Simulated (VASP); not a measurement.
Consider the following.

```xyz
3
Lattice="0.0000 3.3535 3.2558 3.3010 0.0000 3.2558 3.3010 3.3535 0.0000" Properties=species:S:1:pos:R:3 pbc="T T T"
Na     1.6505     1.6767     1.6279
Na     4.9515     5.0302     4.8838
S      0.0374     0.0000     0.0000
```

All values below come from PBE GGA, VASP's PBE PAW potentials (set 64) (plane waves; VASP 6.6.1). Settings: EDIFF = 1E-3, 400 eV cut-off, 5×5×5 Γ-centred mesh, Gaussian smearing of 0.050 eV, potentials Na_pv S.

Question: Which forces act on the atoms, in eV/Å?

Answer: 
```
atom      Fx     Fy     Fz
----  ------  -----  -----
Na1    0.047  0.000  0.000
Na2    0.047  0.000  0.000
S3    -0.094  0.000  0.000
```

Question: Give the stress tensor in GPa (positive for a compressed cell).

Answer: 
```
-0.57   0.00   0.00
 0.00  -1.19   0.00
 0.00   0.00  -0.04
```
The pressure is its mean diagonal, -0.60 GPa.

The compound is Na2S in the antifluorite structure. The cell was not relaxed at this level, atoms are displaced from their ideal sites. The run is one of a series of settings (EDIFF = 1E-3 against the base run), some of them coarse on purpose.
